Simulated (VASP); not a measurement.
Data:

```
LiF
1.0
    0.00000     1.99690     1.99690
    1.99690     0.00000     1.99690
    1.99690     1.99690     0.00000
Li F
1 1
Direct
  0.00000   0.00000   0.00000
  0.50000   0.50000   0.50000
```

Level of theory: PBE GGA with D3 dispersion (Becke-Johnson damping), VASP's PBE PAW potentials (set 64) (plane waves; VASP). Settings: 520 eV cut-off, 10×10×10 Γ-centred mesh, Gaussian smearing of 0.050 eV, potentials Li_sv F.

Q: Predict the energy per atom (σ→0), band gap (on the k-mesh) with the smallest direct gap where there is one.

A: 
```json
{
  "band gap (on the k-mesh)": "9.32 eV",
  "smallest direct gap (on the k-mesh)": "9.32 eV",
  "energy per atom (σ→0)": "-4.998 eV/atom"
}
```

The absolute energy has meaning only against runs of the same code, potentials and settings.

The compound is LiF in the rock salt structure. It was relaxed first. The start is the result of an earlier pass.
